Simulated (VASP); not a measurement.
Data:

```
CELL_PARAMETERS angstrom
      4.86446     0.00000     0.00000
      0.00000     4.86446     0.00000
      0.00000     0.00000     4.86446
ATOMIC_POSITIONS crystal
  Si 0.50000 0.50000 0.50000
  Si 0.00000 0.00000 0.00000
  Mo 0.25000 0.00000 0.50000
  Mo 0.50000 0.25000 0.00000
  Mo 0.50000 0.75000 0.00000
  Mo 0.75000 0.00000 0.50000
  Mo 0.00000 0.50000 0.75000
  Mo 0.00000 0.50000 0.25000
```

Computed with PBEsol GGA, VASP's PBE PAW potentials (set 64) (plane waves; VASP). Run with 500 eV cut-off, 6×6×6 Γ-centred mesh, first-order Methfessel-Paxton smearing of 0.10 eV, potentials Si Mo_sv.

Task: Estimate the energy per atom (σ→0), band gap (on the k-mesh) with the smallest direct gap where there is one.

Result: 
```json
{
  "band gap (on the k-mesh)": "none (metal, semimetal or under 0.01 eV)",
  "energy per atom (σ→0)": "-1026.2 kJ/mol of atoms"
}
```

Only differences to runs with the same potentials and settings are physical.

The compound is Mo3Si in the A15 structure. It was relaxed first.
